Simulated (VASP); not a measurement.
Consider the following.

```
CELL_PARAMETERS angstrom
      1.21616    -2.10645     0.00000
      1.21616     2.10645     0.00000
      0.00000     0.00000     6.88734
ATOMIC_POSITIONS crystal
  C  0.00000 0.00000 0.25000
  C  0.00000 0.00000 0.75000
  C  0.33333 0.66667 0.25000
  C  0.66667 0.33333 0.75000
```

Computed with r2SCAN meta-GGA, VASP's PBE PAW potentials (set 64) (plane waves; VASP). Settings: 520 eV cut-off, 10×10×3 Γ-centred mesh, Gaussian smearing of 0.050 eV, potentials C.

**Question.** The ions and cell shape at fixed volume are relaxed. Predict the relaxed structure.

**Answer.** 
```
CELL_PARAMETERS angstrom
      1.22753    -2.12614     0.00000
      1.22753     2.12614     0.00000
      0.00000     0.00000     6.76032
ATOMIC_POSITIONS crystal
  C  0.00000 0.00000 0.25000
  C  0.00000 0.00000 0.75000
  C  0.33333 0.66667 0.25000
  C  0.66667 0.33333 0.75000
```
Space group P6_3/mmc (194), at a tolerance of 0.03 Å.

**Question.** How much energy does the relaxation gain?

**Answer.** The energy (σ→0) changes by -6.6 meV/atom, in 3 ionic steps.

```json
[
 {"step": "1", "E(σ→0) (eV)": "-39.7271", "max force (eV/Å)": "0.000", "pressure (GPa)": "9.20", "volume (Å³)": "35.29"},
 {"step": "2", "E(σ→0) (eV)": "-39.7520", "max force (eV/Å)": "0.000", "pressure (GPa)": "-0.54", "volume (Å³)": "35.29"},
 {"step": "3", "E(σ→0) (eV)": "-39.7535", "max force (eV/Å)": "0.000", "pressure (GPa)": "1.28", "volume (Å³)": "35.29"}
]
```

The compound is C in the graphite structure. This cell is one point of a volume scan, at 0.97 of the reference volume. Symmetry was kept, so distortions that lower it aren't found.
